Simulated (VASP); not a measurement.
A VASP calculation is set up with these files.

**POSCAR**
```
SiS2
1
   -2.7749205880     2.7749205880     4.2685027171
    2.7749205880    -2.7749205880     4.2685027171
    2.7749205880     2.7749205880    -4.2685027171
Si S
2 4
Direct
  0.7500000000   0.2500000000   0.5000000000
  0.0000000000   0.0000000000   0.0000000000
  0.0970107797   0.1250000000   0.4720107797
  0.8750000000   0.3470107797   0.9720107797
  0.6529892203   0.6250000000   0.5279892203
  0.3750000000   0.9029892203   0.0279892203
```

**INCAR**
```
! general
SYSTEM  = SiS2
PREC    = Accurate
ENCUT   = 400
LREAL   = .FALSE.
LASPH   = .TRUE.

! electronic loop
EDIFF   = 1E-6   ! SCF stop (eV)
NELM    = 100   ! most electronic steps
ALGO    = Normal
LMIXTAU = .TRUE.

! smearing
ISMEAR  = 0
SIGMA   = 0.05   ! width (eV)

! functional
METAGGA = R2SCAN

! ions
IBRION  = 2
NSW     = 60   ! most ionic steps
ISIF    = 3   ! ions, shape and volume
EDIFFG  = -0.02   ! ionic stop

! output
LWAVE   = .FALSE.
LCHARG  = .FALSE.
```

### KPOINTS
```
Automatic mesh
0
Gamma
5 5 5
0 0 0
```

POTCAR, in this order: Si S (PBE.64 set). Program: vasp_std.

Write an equivalent input for Ansatz.

One equivalent input (not run):
Ansatz 0.2 input:
```yaml
crystal:
  lattice:
    - [-2.7749206, 2.7749206, 4.2685027]
    - [2.7749206, -2.7749206, 4.2685027]
    - [2.7749206, 2.7749206, -4.2685027]
  atoms:
    - { symbol: Si, position: [0.7500000, 0.2500000, 0.5000000] }
    - { symbol: Si, position: [0.0000000, 0.0000000, 0.0000000] }
    - { symbol: S, position: [0.0970108, 0.1250000, 0.4720108] }
    - { symbol: S, position: [0.8750000, 0.3470108, 0.9720108] }
    - { symbol: S, position: [0.6529892, 0.6250000, 0.5279892] }
    - { symbol: S, position: [0.3750000, 0.9029892, 0.0279892] }
kpoints:
  mp_grid: { grid: [5, 5, 5] }
hamiltonian:
  xc: r2scan
  pseudopotentials: { kind: paw }
scf:
  occupations: { method: gaussian, width: 0.05 }
  max_iter: 100
relax:
  max_steps: 60
  f_tol: 0.02
  cell: {}
output: { forces: true, stress: true, eigenvalues: true }
```
What does not carry over: each code has its own PAW files, so the cut-off isn't converted (ENCUT is set for VASP's; basis.ecutwfc is left out, and Ansatz then takes the one that its files recommend); Ansatz stops its SCF on the density residual and VASP on the energy change (EDIFF).

The structure comes from a computed database's SiS2 entry (I-42d); how it stands against other phases isn't given here. This run relaxes it. Symmetry was kept, so distortions that lower it aren't found. The start is the result of an earlier pass.
